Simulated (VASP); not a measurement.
**Cr (Chromium): structure and properties in VASP**

Aim: relax Cr (Chromium), then compute properties on the relaxed cell. The steps: magnetic order: ferromagnetic, magnetic order: antiferromagnetic, q = (0, 0, 1/2), magnetic order: antiferromagnetic, q = (1/2, 1/2, 1/2), the orders side by side, first try, full relaxation (PBE + D3(BJ)), second relaxation, single point with fields (PBE + D3(BJ)), bands along the symmetry lines (PBE + D3(BJ)), total and projected DOS (PBE + D3(BJ)) and zone-centre phonons (PBE + D3(BJ)). The start is a cell from a database of measured crystal structures.

Main program and level: VASP 6.6.1; PBE with D3(BJ), spin-polarised from a ferromagnetic start (one magnetic atom a cell); plane waves and PAW (Cr_pv), in the first sound run; inputs show where later runs differ.

Report form: the programs' logs are mostly left out.

## (1) The starting structure

Symmetry: Im-3m, No. 229, cubic system. Conventional cell: a = 2.884 Å, b = 2.884 Å, c = 2.884 Å, α = 90.00°, β = 90.00°, γ = 90.00°. Nearest to Cr lie 8 Cr at 2.50 Å.

As a file:

```xyz
1
Lattice="-1.4420 1.4420 1.4420 1.4420 -1.4420 1.4420 1.4420 1.4420 -1.4420" Properties=species:S:1:pos:R:3 pbc="T T T"
Cr    0.0000    0.0000    0.0000
```

## (2) Magnetic order: ferromagnetic

The properties of a magnet depend on its order, so a few collinear patterns are compared first on the cell as listed, beginning with all moments parallel. PBE, the usual starting point, adds the gradient of the density. A dispersion term adds the long-range attraction that semilocal functionals lack. D3 with Becke-Johnson damping keeps a finite attraction at short range.

INCAR reads:

```
SYSTEM = Cr
PREC = Accurate
ENCUT = 400
EDIFF = 1E-06
NELM = 100
ISMEAR = 1
SIGMA = 0.2
LREAL = .FALSE.
ALGO = Normal
GGA = PE
IVDW = 12
NBANDS = 14
ISPIN = 2
MAGMOM = 3
LASPH = .TRUE.
LMAXMIX = 4
LORBIT = 11
LWAVE = .FALSE.
LCHARG = .FALSE.
KPAR = 4
ISIF = 2
```

POSCAR reads:

```
Cr
1.0
   -1.4419500000      1.4419500000      1.4419500000
    1.4419500000     -1.4419500000      1.4419500000
    1.4419500000      1.4419500000     -1.4419500000
Cr
1
Direct
    0.0000000000      0.0000000000      0.0000000000
```

KPOINTS reads:

```
Automatic mesh
0
Gamma
11 11 11
0 0 0
```

Potentials, in the order of the species: Cr_pv (PBE family, release 64).

Command:

```bash
$ mpirun -np 4 vasp_std
```

Elapsed: 4.6 s, on 4 MPI ranks of AMD EPYC 7R43, shared host; peak memory 0.4 GiB; 15 s of CPU time.

The k-mesh is coarse for a metal. At this level the cell is under a tension of 17.3 GPa, so at these settings it is away from equilibrium. Dispersion corrections of this kind ignore metallic screening and tend to overbind metals.

This step gave:

| Item | Value |
| --- | --- |
| SCF cycles | 13 |
| electrons | 12 |
| bands | 14 |
| irreducible k-points | 56 |
| symmetry operations | 48 |
| free energy (TOTEN) | -9.967 eV |
| energy at zero smearing | -9.966 eV |
| Fermi energy | 10.43 eV |
| pressure | -17.27 GPa |
| metallic | yes |

The spin moment in the PAW sphere vanishes on all atoms.

The moments fall under 0.1 μB, and the mesh shows no gap.

## (3) Magnetic order: antiferromagnetic, q = (0, 0, 1/2)

This step: PBE with D3(BJ), spin-polarised from an antiferromagnetic start; plane waves and PAW (Cr_pv) (VASP 6.6.1).

System of this step: Cr (Chromium). The structure is cubic, space group Im-3m (No. 229). The conventional cell has a = 2.884 Å, b = 2.884 Å, c = 2.884 Å, α = 90.00°, β = 90.00°, γ = 90.00°. Cr has 8 Cr at 2.50 Å nearest.

Next, a pattern with opposite moments, which needs a doubled cell; q is given in the reciprocal vectors of the primitive cell.

Edit INCAR of step 2 so:

```diff
@@ -11,5 +11,5 @@
 IVDW = 12
-NBANDS = 14
+NBANDS = 19
 ISPIN = 2
-MAGMOM = 3
+MAGMOM = 3 -3
 LASPH = .TRUE.
```

POSCAR reads:

```
Cr
1.0
   -1.4419500000      1.4419500000      1.4419500000
    1.4419500000     -1.4419500000      1.4419500000
    2.8839000000      2.8839000000     -2.8839000000
Cr
2
Direct
    0.0000000000      0.0000000000      0.0000000000
    0.0000000000      0.0000000000      0.5000000000
```

KPOINTS is that of step 2.

Command:

```bash
$ mpirun -np 4 vasp_std
```

The job ended after 31 s (4 MPI ranks; peak memory 0.73 GiB; 2 min of CPU time).

Numbers from this step:

* SCF cycles: 15
* electrons: 24
* bands: 19
* irreducible k-points: 216
* symmetry operations: 8
* free energy (TOTEN): -19.94 eV
* energy at zero smearing: -19.94 eV
* Fermi energy: 10.44 eV
* pressure: -17.31 GPa

The spin moment in the PAW sphere vanishes on all atoms.

The energy lies -4.6 meV an atom from the first pattern, a difference of sampling, since both runs hold the same state. The moments fall under 0.1 μB, and the mesh shows no gap.

## (4) Magnetic order: antiferromagnetic, q = (1/2, 1/2, 1/2)

INCAR is that of step 3.

POSCAR reads:

```
Cr
1.0
   -2.8839000000      2.8839000000      2.8839000000
    0.0000000000      0.0000000000      2.8839000000
    0.0000000000      2.8839000000      0.0000000000
Cr
2
Direct
    0.0000000000      0.0000000000      0.0000000000
    0.5000000000      0.0000000000      0.0000000000
```

KPOINTS is that of step 3.

Command:

```bash
$ mpirun -np 4 vasp_std
```

The job ended after 15 s (4 MPI ranks; peak memory 0.57 GiB).

At this level the cell is under a tension of 11.4 GPa, so at these settings it is away from equilibrium.

Numbers from this step:

```
SCF cycles              : 14
irreducible k-points    : 56
symmetry operations     : 48
free energy (TOTEN)     : -20.01 eV
energy at zero smearing : -20.01 eV
Fermi energy            : 10.42 eV
pressure                : -11.43 GPa
```

Spin moment in the PAW sphere by atom:

```
atom  spin moment in the PAW sphere (μB)
 Cr1                                1.24
 Cr2                               -1.24
```

The energy lies -39.4 meV an atom from the first pattern. The run ends antiferromagnetic with a largest moment of 1.24 μB, and the mesh shows no gap.

## (5) The orders side by side

This step: collinear orders at PBE; plane waves and PAW (VASP 6.6.1).

No new run; the numbers come from the runs before.

Patterns, by row:

```
                                 start  atoms  energy less that of the first (meV/atom)  largest site moment (μB)          end state
                         ferromagnetic      1                                         0                         0       non-magnetic
    antiferromagnetic, q = (0, 0, 1/2)      2                                      -4.6                         0       non-magnetic
antiferromagnetic, q = (1/2, 1/2, 1/2)      2                                     -39.4                      1.24  antiferromagnetic
```

The session goes on in the lowest magnetic state found: antiferromagnetic, q = (1/2, 1/2, 1/2). Runs that ended non-magnetic differ by up to 4.6 meV an atom among themselves, which is the error from the unlike meshes of the cells.

## (6) First try

This step: PBE with D3(BJ), spin-polarised from an antiferromagnetic start; plane waves and PAW (Cr_pv) (VASP 6.6.1).

This run is made with a changed input; what comes of it follows.

Edit INCAR of step 4 so:

```diff
@@ -4,3 +4,3 @@
 EDIFF = 1E-06
-NELM = 100
+NELM = 79
 ISMEAR = 1
@@ -13,3 +13,3 @@
 ISPIN = 2
-MAGMOM = 3 -3
+MAGMOM = 1.24 -1.24
 LASPH = .TRUE.
@@ -20,2 +20,5 @@
 KPAR = 4
-ISIF = 2
+IBRION = 2
+NSW = 2
+ISIF = 3
+EDIFFG = -0.01
```

POSCAR is that of step 4.

KPOINTS reads:

```
Automatic mesh
0
Gamma
9 9 9
0 0 0
```

Command:

```bash
$ mpirun -np 4 vasp_std
```

Run time: 27 s. Hardware: 4 MPI ranks; peak memory 0.54 GiB.

The relaxation used up its NSW steps before forces and stress met EDIFFG.

The fault in the input: too few ionic steps (NSW = "2"). Raise NSW.

## (7) Full relaxation (PBE + D3(BJ))

Properties are meant for the cell that this level of theory prefers, so cell and atoms are relaxed first (ISIF = 3) until forces and stress are small; EDIFFG sets the threshold.

Edit INCAR of step 6 so:

```diff
@@ -4,3 +4,3 @@
 EDIFF = 1E-06
-NELM = 79
+NELM = 100
 ISMEAR = 1
@@ -21,3 +21,3 @@
 IBRION = 2
-NSW = 2
+NSW = 60
 ISIF = 3
```

POSCAR is that of step 6.

KPOINTS is that of step 6.

Command:

```bash
$ mpirun -np 4 vasp_std
```

Elapsed: 50 s, on 4 MPI ranks; peak memory 0.58 GiB; 3.3 min of CPU time.

The magnetic order is the lowest of the few collinear ones tried above; longer or canted patterns were not tried. The cell is doubled for it, so bands and modes from the zone boundary of the chemical cell fold onto Γ and the labels are those of the larger cell. The run keeps the 48 symmetry operations of its start, so it cannot find a distortion of lower symmetry.

Relaxation path:

```
step  energy less that of the first step (eV)  largest force (eV/Å)  pressure (GPa)  volume (Å³)
   1                                   0.0000                0.0000          -11.50        23.99
   2                                   0.0201                0.0000           18.00        21.12
   3                                  -0.0555                0.0000           -0.15        22.58
   4                                  -0.0555                0.0000            0.32        22.55
   5                                  -0.0554                0.0000           -0.56        22.62
   6                                  -0.0555                0.0000           -0.11        22.57
```

```
     cell as run  before  after  change
           a (Å)   4.995  4.895  -2.0 %
           b (Å)   2.884  2.826  -2.0 %
           c (Å)   2.884  2.826  -2.0 %
volume (Å³/atom)   11.99  11.28  -5.9 %
```

The relaxed structure:

```xyz
2
Lattice="-2.8259 2.8259 2.8259 0.0000 0.0000 2.8259 0.0000 2.8259 0.0000" Properties=species:S:1:pos:R:3 pbc="T T T"
Cr    0.0000    0.0000    0.0000
Cr   -1.4130    1.4130    1.4130
```

This step gave:

| Quantity | Value |
| --- | --- |
| irreducible k-points | 35 |
| free energy (TOTEN) | -20.06 eV |
| energy at zero smearing | -20.06 eV |
| Fermi energy | 11.31 eV |
| pressure | -0.1103 GPa |
| SCF cycles over all ionic steps | 63 |

Spin moment in the PAW sphere by atom:

```
atom  spin moment in the PAW sphere (μB)
 Cr1                               0.871
 Cr2                              -0.871
```

It ends with forces that vanish by symmetry and a pressure of -0.11 GPa.

## (8) Second relaxation

A relaxation keeps the plane waves of the cell it began with, so it is repeated from the new cell, on a basis made for it.

INCAR is that of step 7.

POSCAR reads:

```
Cr
1.0
   -2.8259092798      2.8259092798      2.8259092798
    0.0000000000      0.0000000000      2.8259092798
    0.0000000000      2.8259092798      0.0000000000
Cr
2
Direct
    0.0000000000      0.0000000000      0.0000000000
    0.5000000000      0.0000000000      0.0000000000
```

KPOINTS is that of step 7.

Command:

```bash
$ mpirun -np 4 vasp_std
```

Elapsed: 17 s, on 4 MPI ranks; peak memory 0.5 GiB.

Little changed from the start: no atom moved by 0.005 Å and no cell edge by 0.1 %.

Numbers from this step:

- free energy (TOTEN): -20.04 eV
- energy at zero smearing: -20.04 eV
- Fermi energy: 11.32 eV
- pressure: 0.03327 GPa
- SCF cycles over all ionic steps: 28

It ends with forces that vanish by symmetry and a pressure of 0.03 GPa. The volume moved by only 0.08 %, so the cell is settled.

## (9) Single point with fields (PBE + D3(BJ))

A single point on the relaxed cell gives a clean self-consistent state, with density, ELF and potential written out.

Edit INCAR of step 8 so:

```diff
@@ -18,7 +18,5 @@
 LWAVE = .FALSE.
-LCHARG = .FALSE.
-KPAR = 4
-IBRION = 2
-NSW = 60
-ISIF = 3
-EDIFFG = -0.01
+LCHARG = .TRUE.
+ISIF = 2
+LELF = .TRUE.
+LVHAR = .TRUE.
```

POSCAR reads:

```
Cr
1.0
   -2.8251440616      2.8251440616      2.8251440616
    0.0000000000      0.0000000000      2.8251440616
    0.0000000000      2.8251440616      0.0000000000
Cr
2
Direct
    0.0000000000      0.0000000000      0.0000000000
    0.5000000000      0.0000000000      0.0000000000
```

KPOINTS is that of step 8.

Command:

```bash
$ mpirun -np 4 vasp_std
```

Wall time 12 s (4 MPI ranks); peak memory 0.35 GiB; 45 s of CPU time.

With spin, VASP writes an ELF for each channel.

Numbers from this step:

| Quantity | Value |
| --- | --- |
| SCF cycles | 16 |
| bands | 20 |
| pressure | -0.008026 GPa |

Valence electrons inside each PAW sphere by angular momentum. Sphere charges, by row:

```
atom  s (e)  p (e)  d (e)  tot (e)
 Cr1  0.449  6.417   4.25    11.12
 Cr2  0.449  6.417   4.25    11.12
```

Spin density in the ac plane at fractional y = 0.000, with atoms of Cr within 0.2 Å of it.

Values in units of 1e-1 e/Å³, 8 rows by 14 columns, each cell a mean:
```
 8.3  6.7  2.6  0.5 -0.1 -1.3 -4.5 -8.1 -6.9 -2.4 -0.5  0.2  1.3  4.3
 2.3  4.0  2.4  0.6  0.1 -0.3 -0.8 -2.3 -4.1 -2.3 -0.6 -0.1  0.2  0.7
 0.4  1.0  1.0  0.5  0.1 -0.1 -0.2 -0.4 -0.9 -1.1 -0.5 -0.1  0.1  0.2
 0.2  0.2  0.3  0.1 -0.1 -0.1 -0.2 -0.2 -0.2 -0.3 -0.1  0.1  0.1  0.2
 0.2  0.1  0.0 -0.2 -0.5 -0.6 -0.3 -0.2 -0.1  0.0  0.2  0.5  0.6  0.3
 0.5  0.3  0.0 -0.3 -1.0 -2.4 -1.7 -0.6 -0.3  0.0  0.3  1.0  2.3  1.8
 3.7  1.3  0.3 -0.2 -1.1 -4.3 -6.2 -3.8 -1.3 -0.3  0.2  1.2  4.1  6.4
 9.7  5.0  1.3  0.1 -0.7 -3.8 -8.7 -9.6 -5.1 -1.2 -0.1  0.8  3.7  8.6
```
Columns run along a (4.9 Å), rows up along c (2.8 Å). Atoms in or near the plane, at fractional coordinates: Cr at (0.00, 0.00), Cr at (0.50, 0.00).

Valence density in the ac plane at fractional y = 0.000, with atoms of Cr within 0.2 Å of it. It is the smooth field of the valence electrons, not physical close to the nuclei.

Ten even steps from '0' (0 e/Å³) to '9' (11 e/Å³), each cell a mean:
```
97200158720014
34200003420000
00000000000000
00000000000000
00000000000000
00000220000022
41000474100047
95000399500039
```
Columns run along a (4.9 Å), rows up along c (2.8 Å). Atoms in or near the plane, at fractional coordinates: Cr at (0.00, 0.00), Cr at (0.50, 0.00).

ELF of up spins in the ac plane at fractional y = 0.000, with atoms of Cr within 0.2 Å of it. It is the smooth field of the valence electrons, not physical close to the nuclei.

Values, 8 rows by 14 columns, each cell a mean:
```
0.06 0.17 0.33 0.23 0.26 0.27 0.25 0.07 0.16 0.34 0.23 0.25 0.27 0.26
0.25 0.33 0.34 0.22 0.31 0.25 0.20 0.25 0.32 0.35 0.22 0.30 0.25 0.19
0.15 0.22 0.26 0.22 0.32 0.41 0.25 0.16 0.22 0.26 0.22 0.33 0.41 0.26
0.32 0.25 0.25 0.26 0.29 0.33 0.36 0.32 0.25 0.25 0.26 0.29 0.33 0.36
0.26 0.39 0.38 0.27 0.23 0.21 0.18 0.26 0.39 0.39 0.27 0.23 0.21 0.18
0.17 0.23 0.36 0.25 0.25 0.34 0.26 0.17 0.23 0.37 0.24 0.26 0.34 0.27
0.23 0.24 0.25 0.26 0.26 0.33 0.18 0.22 0.25 0.25 0.25 0.27 0.33 0.17
0.03 0.28 0.28 0.25 0.25 0.33 0.07 0.03 0.27 0.28 0.25 0.25 0.33 0.07
```
Columns run along a (4.9 Å), rows up along c (2.8 Å). Atoms in or near the plane, at fractional coordinates: Cr at (0.00, 0.00), Cr at (0.50, 0.00).

In this run the pressure is -0.01 GPa, small enough to go on.

## (10) Bands along the symmetry lines (PBE + D3(BJ))

Levels along the symmetry lines show where the bands peak and cross; KPOINTS_OPT computes them in the converged potential.

INCAR reads:

```
SYSTEM = Cr
PREC = Accurate
ENCUT = 400
EDIFF = 1E-06
NELM = 100
ISMEAR = 1
SIGMA = 0.2
LREAL = .FALSE.
ALGO = Normal
GGA = PE
IVDW = 12
NBANDS = 25
ISPIN = 2
MAGMOM = 0.864 -0.864
LASPH = .TRUE.
LMAXMIX = 4
LORBIT = 11
LWAVE = .FALSE.
LCHARG = .FALSE.
KPAR = 4
```

POSCAR is that of step 9.

KPOINTS is that of step 9.

KPOINTS_OPT reads:

```
Line mode
16
Line-mode
Reciprocal
  0.00000000   0.00000000   0.00000000 GAMMA
 -0.50000000   0.00000000  -0.50000000 X

 -0.50000000   0.00000000  -0.50000000 X
 -1.00000000  -0.50000000  -0.50000000 M

 -1.00000000  -0.50000000  -0.50000000 M
  0.00000000   0.00000000   0.00000000 GAMMA

  0.00000000   0.00000000   0.00000000 GAMMA
 -0.50000000  -0.50000000  -0.50000000 R

 -0.50000000  -0.50000000  -0.50000000 R
 -0.50000000   0.00000000  -0.50000000 X

 -1.00000000  -0.50000000  -0.50000000 M
 -0.50000000  -0.50000000  -0.50000000 R
```

Command:

```bash
$ mpirun -np 4 vasp_std
```

It took 20 s on 4 MPI ranks; peak memory 0.54 GiB.

This step gave:

| Quantity | Value |
| --- | --- |
| SCF cycles | 17 |
| bands | 25 |
| pressure | -0.004112 GPa |

[end of part 1 of 2]

[Lines on the potential files, build, host, timing and source positions are cut from VASP's logs without a mark.]

[Logs are printed without paths, hosts, clocks, repeated set-up lines and the standing remarks that a program may print on its own settings, such as how far it seeks lower states.]

[Hosts, paths, dates, database ids (printed as entryN), source tags and the programs' standing remarks are cut or masked in the printed files.]

[Measured values are set beside computed ones only where the two were judged alike; some that the calculation misses by far are left out.]

[In band tables of VASP the shares of atoms and orbitals are scaled to a sum of 1 inside the atoms' spheres.]
